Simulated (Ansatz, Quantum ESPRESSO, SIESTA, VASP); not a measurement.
# Code comparison for SnO2 (P4_2/mnm, 6 atoms in the cell)

Self-consistent single point.

```
CELL_PARAMETERS angstrom
      4.74000     0.00000     0.00000
      0.00000     4.74000     0.00000
      0.00000     0.00000     3.19000
ATOMIC_POSITIONS crystal
  Sn 0.00000 0.00000 0.00000
  Sn 0.50000 0.50000 0.50000
  O  0.30700 0.30700 0.00000
  O  0.80700 0.19300 0.50000
  O  0.19300 0.80700 0.50000
  O  0.69300 0.69300 0.00000
```

Shared settings, as Ansatz (an electronic-structure program) writes them: kpoints.mp_grid.grid = 4 4 5; magnetization.spin_orbit = true; scf.occupations.method = fermi_dirac; scf.occupations.width = 0.01 eV. Potentials and cutoffs stand in the table.

| code | model | pressure (GPa) | largest force (eV/Å) | gap on the mesh (eV) | cutoff |
|---|---|---|---|---|---|
| Ansatz | PBE with spin-orbit coupling, default PAW files | 9.67 | 0.246 | 1.260 | default |
| SIESTA | GGA PBE with spin-orbit coupling, numerical atomic orbitals TZP, PseudoDojo PBE fully relativistic norm-conserving potentials (rewritten from UPF to PSML) | – | 0.166 | 0.986 | grid 350 Ry |
| VASP | PBE, spin-orbit coupling, VASP's PBE PAW potentials (set 64) | 5.72 | 0.278 | 1.245 | 400 eV |
| Quantum ESPRESSO | PBE, spin-orbit coupling, PseudoDojo fully relativistic norm-conserving (PBE) pseudopotentials | 10.44 | 0.241 | 1.264 | 85 Ry |

A dash marks a value that a program does not give, or that is left out as unsure.

Gaps are read on the mesh.

The spread over the programs that give each value: pressure within 4.72 GPa; largest force within 0.112 eV/Å; gap on the mesh within 0.278 eV.

SIESTA uses small atom-centred bases, whose incompleteness enters pressures, forces and empty levels differently from a plane-wave cutoff. Ansatz's pressure is given at a fixed set of plane waves, as the other plane-wave codes print theirs; with its correction for the finite basis it is 10.51 GPa (the shift of 0.85 GPa shows how far the cutoff is from converged). In the pressure, VASP (by 3.94) lies more than 1 GPa from the median of the plane-wave programs. In the gap, SIESTA (by 0.274) lies more than 0.12 eV from the median of the plane-wave programs.

VASP's run is marked for a possible Pulay error in its stress at this cutoff; no cutoff test was made.

The starting cell has typed, rounded lattice constants, without a prior relaxation at this level.

Keys are those of Ansatz 0.2.
